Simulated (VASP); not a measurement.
# OBClH2 in VASP: a series of runs

The runs below take OBClH2 through single point, with LDA, r2SCAN.

All numbers are computed with VASP 6.6.1; they aren't measurements. Logs are shortened: lines on timing, memory, paths and dates and some standing lists are left out, and cuts for length are marked.

### Step 1. Starting point

The cell holds a molecule in a box, 5 atoms: a = 12.000 Å, b = 12.000 Å, c = 11.000 Å, α = 90.00°, β = 90.00°, γ = 90.00°.

### Step 2. Single point, LDA

INCAR reads:

```
PREC = Accurate
ENCUT = 400
EDIFF = 1E-7
ISMEAR = 0
SIGMA = 0.01
LREAL = F
LASPH = T
NELM = 60
ALGO = Fast
ISIF = 2
LWAVE = F
LCHARG = F
GGA = CA
NBANDS = 17
```

KPOINTS reads:

```
Automatic mesh
0
Gamma
  1 1 1
```

POSCAR reads:

```
BH2ClO
1.0
   12.0000000000      0.0000000000      0.0000000000
    0.0000000000     12.0000000000      0.0000000000
    0.0000000000      0.0000000000     11.0000000000
O B Cl H
1 1 1 2
Cartesian
    5.2769000400      5.0619500400      5.4216499700
    6.5192000400      5.5433499600      5.5624499700
    6.9288000000      7.1765499600      5.0292500500
    4.6625000400      5.6817500400      5.0148499500
    7.3635000000      4.8654500400      6.0531499600
```

Potentials or basis: VASP PAW LDA potentials, release 64 (O_s, B_s, Cl, H_s).

Launch:

```sh
$ cat potpaw_LDA.64/O_s/POTCAR potpaw_LDA.64/B_s/POTCAR potpaw_LDA.64/Cl/POTCAR potpaw_LDA.64/H_s/POTCAR > POTCAR
$ mpirun -np 1 vasp_gam > vasp.out
```

OUTCAR:

```text
PREC = Accurate
   ENCUT = 400
   EDIFF = 1E-7
   ISMEAR = 0
   LREAL = F
   LASPH = T
   NELM = 60
   ISIF = 2
   GGA = CA

 ion  position               nearest neighbor table
   1  0.440  0.422  0.493-   4 0.96   2 1.34
   2  0.543  0.462  0.506-   5 1.19   1 1.34   3 1.77
   3  0.577  0.598  0.457-   2 1.77
   4  0.389  0.473  0.456-   1 0.96
   5  0.614  0.405  0.550-   2 1.19

  LATTYP: Found a simple tetragonal cell.
 ALAT       =    12.0000000000
 C/A-ratio  =     0.9166666667

  Lattice vectors:

 A1 = (  12.0000000000,   0.0000000000,   0.0000000000)
 A2 = (   0.0000000000,  12.0000000000,   0.0000000000)
 A3 = (   0.0000000000,   0.0000000000,  11.0000000000)

Analysis of symmetry for initial positions (statically):
=====================================================================
 Subroutine PRICEL returns:
 Original cell was already a primitive cell.

 Routine SETGRP: Setting up the symmetry group for a
 simple tetragonal supercell.

 Subroutine GETGRP returns: Found  1 space group operations
 (whereof  1 operations were pure point group operations)
 out of a pool of 16 trial point group operations.

The static configuration has the point symmetry C_1 .

Analysis of symmetry for dynamics (positions and initial velocities):
=====================================================================
 Subroutine PRICEL returns:
 Original cell was already a primitive cell.

 Routine SETGRP: Setting up the symmetry group for a
 simple tetragonal supercell.

 Subroutine GETGRP returns: Found  1 space group operations
 (whereof  1 operations were pure point group operations)
 out of a pool of 16 trial point group operations.

The dynamic configuration has the point symmetry C_1 .

 Subroutine INISYM returns: Found  1 space group operations
 (whereof  1 operations are pure point group operations),
 and found     1 'primitive' translations

----------------------------------------------------------------------------------------

                                     Primitive cell

  volume of cell :    1584.0000

  direct lattice vectors                    reciprocal lattice vectors
    12.000000000  0.000000000  0.000000000     0.083333333  0.000000000  0.000000000
     0.000000000 12.000000000  0.000000000     0.000000000  0.083333333  0.000000000
     0.000000000  0.000000000 11.000000000     0.000000000  0.000000000  0.090909091

  length of vectors
    12.000000000 12.000000000 11.000000000     0.083333333  0.083333333  0.090909091

  position of ions in fractional coordinates (direct lattice)
     0.439741670  0.421829170  0.492877270
     0.543266670  0.461945830  0.505677270
     0.577400000  0.598045830  0.457204550
     0.388541670  0.473479170  0.455895450
     0.613625000  0.405454170  0.550286360

  ion indices of the primitive-cell ions
   primitive index   ion index
                 1           1
                 2           2
                 3           3
                 4           4
                 5           5

----------------------------------------------------------------------------------------

 KPOINTS: Automatic mesh

Automatic generation of k-mesh.
 Grid dimensions read from file:
 generate k-points for:    1    1    1

 Generating k-lattice:

  Cartesian coordinates                     Fractional coordinates (reciprocal lattice)
     0.083333333  0.000000000  0.000000000     1.000000000  0.000000000  0.000000000
     0.000000000  0.083333333  0.000000000     0.000000000  1.000000000  0.000000000
     0.000000000  0.000000000  0.090909091     0.000000000  0.000000000  1.000000000

  Length of vectors
     0.083333333  0.083333333  0.090909091

  Shift w.r.t. Gamma in fractional coordinates (k-lattice)
     0.000000000  0.000000000  0.000000000

 Subroutine IBZKPT returns following result:
 ===========================================

 Found      1 irreducible k-points:

 Following reciprocal coordinates:
            Coordinates               Weight
  0.000000  0.000000  0.000000      1.000000
   k-points           NKPTS =      1   k-points in BZ     NKDIM =      1   number of bands    NBANDS=     17
   number of dos      NEDOS =    301   number of ions     NIONS =      5
   total plane-waves  NPLWV = 460800
   dimension x,y,z NGX =    80 NGY =   80 NGZ =   72
   dimension x,y,z NGXF=   160 NGYF=  160 NGZF=  144
   ions per type =               1   1   1   2
   NGX,Y,Z   is equivalent  to a cutoff of  11.08, 11.08, 10.88 a.u.
   NGXF,Y,Z  is equivalent  to a cutoff of  22.17, 22.17, 21.76 a.u.
 SYSTEM =  unknown system
   PREC   = accura    normal or accurate (medium, high low for compatibility)
   ISTART =      0    job   : 0-new  1-cont  2-samecut
   ICHARG =      2    charge: 1-file 2-atom 10-const
   ISPIN  =      1    spin polarized calculation?
   LNONCOLLINEAR =      F non collinear calculations
   LSORBIT =      F    spin-orbit coupling
   LASPH  =      T    aspherical Exc in radial PAW
   ENCUT  =  400.0 eV  29.40 Ry    5.42 a.u.  19.57 19.57 17.94*2*pi/ulx,y,z
   NELM   =     60;   NELMIN=  2; NELMDL= -5     # of ELM steps
   EDIFF  = 0.1E-06   stopping-criterion for ELM
   LREAL  =      F    real-space projection
   EDIFFG = 0.1E-05   stopping-criterion for IOM
   NSW    =      0    number of steps for IOM
   IBRION =     -1    ionic relax: 0-MD 1-quasi-New 2-CG
   NFREE  =      0    steps in history (QN), initial steepest desc. (CG)
   ISIF   =      2    stress and relaxation
   ISYM   =      2    0-nonsym 1-usesym 2-fastsym
   POTIM  = 0.5000    time-step for ionic-motion
   TEBEG  =    0.0;   TEEND  =   0.0 temperature during run
   PSTRESS=    0.0 pullay stress
   NELECT =      18.0000    total number of electrons
   NUPDOWN=      -1.0000    fix difference up-down
   EMIN   =  10.00;   EMAX   =-10.00  energy-range for DOS
   EFERMI =   0.00;   METHOD = LEGACY
   ISMEAR =     0;   SIGMA  =   0.01  broadening in eV -4-tet -1-fermi 0-gaus
   EFERMI_NEDOS =   21; number of points for ismear=-14 and -15
   IALGO  =     68    algorithm
   IMIX   =      4    mixing-type and parameters
     AMIX     =   0.40;   BMIX     =  1.00
     AMIX_MAG =   1.60;   BMIX_MAG =  1.00
  volume/ion in A,a.u.               =     316.80      2137.87
  Fermi-wavevector in a.u.,A,eV,Ry     =   0.368056  0.695525  1.843117  0.135465
  Thomas-Fermi vector in A             =   1.293632
   LORBIT       =      0    0 simple, 1 ext, 2 COOP (PROOUT), +10 PAW based schemes
   GGA     = CA    functional components
   LHFCALC =     F    Hartree Fock is set to
   AEXX    =    0.0000 exact exchange contribution
   IVDW    =     0    specifies the selected vdW correction
   LEPSILON=     F    determine dielectric tensor
   LRPA    =     F    only Hartree local field effects (RPA)
 non-spin polarized calculation
 RMM-DIIS sequential band-by-band and
 Gauss-broadening in eV      SIGMA  =   0.01
  energy-cutoff  :      400.00
  volume of cell :     1584.00
 maximum number of plane-waves:     14398
 NGX is ok and might be reduce to    80
   NGX = 39   NGY = 39   NGZ = 35

 number of electron      18.0000005 magnetization

 Free energy of the ion-electron system (eV)
  ---------------------------------------------------
  ext. energy  EPLUGINS =         0.00000000
  ---------------------------------------------------
  free energy    TOTEN  =       -26.07402189 eV

  energy without entropy =      -26.07402189  energy(sigma->0) =      -26.07402189

 E-fermi :  -7.5943     XC(G=0):  -0.6786

 val. band max:       -7.6552027928   @ k =   0.0000   0.0000   0.0000
 cond. band min:      -1.5544287938   @ k =   0.0000   0.0000   0.0000
 fundamental gap:      6.1007739990
 Fermi energy:        -7.5943216180

 k-point     1 :       0.0000    0.0000    0.0000
  band No.  band energies     occupation
      1     -26.3091      2.00000
      2     -20.8144      2.00000
      3     -14.6070      2.00000
      4     -11.6215      2.00000
      5     -10.5642      2.00000
      6      -9.7865      2.00000
      7      -8.4261      2.00000
      8      -8.0792      2.00000
      9      -7.6552      2.00000
     10      -1.5544      0.00000
     11      -0.6246      0.00000
     12       0.1855      0.00000
     13       0.5940      0.00000
     14       0.8777      0.00000
     15       0.9317      0.00000
     16       0.9956      0.00000
     17       1.1521      0.00000

------------------------ aborting loop because EDIFF is reached ----------------------------------------

  FORCE on cell =-STRESS in cart. coord.  units (eV):
  Direction    XX          YY          ZZ          XY          YZ          ZX
  --------------------------------------------------------------------------------------
  -------------------------------------------------------------------------------------
  Total        1.6352382      0.3315853      0.2566963     -0.8599716     -0.4050222      0.8040770
  in kB        1.6540035      0.3353905      0.2596420     -0.8698403     -0.4096701      0.8133043
  external PRESSURE =       0.7496787 kB  Pullay stress =       0.0000000 kB

 VOLUME and BASIS-vectors are now :
 -----------------------------------------------------------------------------
  energy-cutoff  :      400.00
  volume of cell :     1584.00
      direct lattice vectors                 reciprocal lattice vectors
    12.000000000  0.000000000  0.000000000     0.083333333  0.000000000  0.000000000
     0.000000000 12.000000000  0.000000000     0.000000000  0.083333333  0.000000000
     0.000000000  0.000000000 11.000000000     0.000000000  0.000000000  0.090909091

 POSITION                                       TOTAL-FORCE (eV/Angst)
 -----------------------------------------------------------------------------------
      5.27690      5.06195      5.42165         0.734847     -1.281154      0.698947
      6.51920      5.54335      5.56245         0.631394      0.441111     -0.006297
      6.92880      7.17655      5.02925        -0.108071     -0.246218      0.068345
      4.66250      5.68175      5.01485        -1.417119      1.200248     -0.848193
      7.36350      4.86545      6.05315         0.158948     -0.113987      0.087198
 -----------------------------------------------------------------------------------
    total drift:                                0.000306      0.000606      0.000069

  FREE ENERGIE OF THE ION-ELECTRON SYSTEM (eV)
  ---------------------------------------------------
  free  energy   TOTEN  =       -26.0740218945 eV

  energy  without entropy=      -26.0740218945  energy(sigma->0) =      -26.07402189
```

Run time: 35 s. Hardware: 1 thread of Intel Xeon 6975P-C (Granite Rapids), shared host; peak memory 0.65 GiB.

What came out:

* Free energy: -26.0740 eV
* Largest force: 2.042 eV/Å
* Gap between the frontier levels: 6.10 eV

Forces on the atoms (eV/Å):
```
O    0.735 -1.281  0.699
B    0.631  0.441 -0.006
Cl  -0.108 -0.246  0.068
H   -1.417  1.200 -0.848
H    0.159 -0.114  0.087
```

Levels at points of the mesh, in eV from the valence-band top:
| k point | band 7 | band 8 | band 9 | band 10 | band 11 | band 12 |
| --- | --- | --- | --- | --- | --- | --- |
| (0.00, 0.00, 0.00) | -0.77 | -0.42 | 0.00 | 6.10 | 7.03 | 7.84 |

### Step 3. Single point, r2SCAN

INCAR reads:

```
SYSTEM = BH2ClO
  ALGO = Normal
  EDIFF = 1E-6
  ENCUT = 520
  ISIF = 2
  ISMEAR = 0
  LASPH = .True.
  LCHARG = .True.
  LELF = .True.
  LMIXTAU = .True.
  LREAL = .False.
  LVACPOTAV = .True.
  LVHAR = .True.
  LWAVE = .False.
  METAGGA = R2SCAN
  NELM = 80
  PREC = Accurate
  SIGMA = 0.01
```

KPOINTS reads:

```
k-points
0
Gamma
  1 1 1
  0 0 0
```

POSCAR is that of step 2.

Potentials or basis: VASP PAW PBE potentials, release 64 (O, B, Cl, H).

Launch:

```sh
$ cat potpaw_PBE.64/O/POTCAR potpaw_PBE.64/B/POTCAR potpaw_PBE.64/Cl/POTCAR potpaw_PBE.64/H/POTCAR > POTCAR
$ mpirun -np 1 vasp_gam > vasp.out
```

Run time: 4.7 min. Hardware: 1 thread of Intel Xeon 6975P-C (Granite Rapids), shared host; peak memory 1.5 GiB.

It converged, with:

- Free energy: -31.0749 eV
- Largest force: 0.208 eV/Å
- Gap between the frontier levels: 7.00 eV

Forces on the atoms (eV/Å):
```
O   -0.009 -0.093  0.038
B    0.194 -0.038  0.065
Cl   0.001  0.017 -0.007
H   -0.145  0.079 -0.070
H   -0.040  0.036 -0.026
```

Levels at points of the mesh, in eV from the valence-band top:
```tsv
k point	band 7	band 8	band 9	band 10	band 11	band 12
(0.00, 0.00, 0.00)	-0.89	-0.41	0.00	7.00	7.79	8.48
```

Caveat: the PAW data sets were made with another functional, which shifts forces and pressure a little. r2SCAN opens gaps a little over a GGA but as a rule still falls short of measured ones.
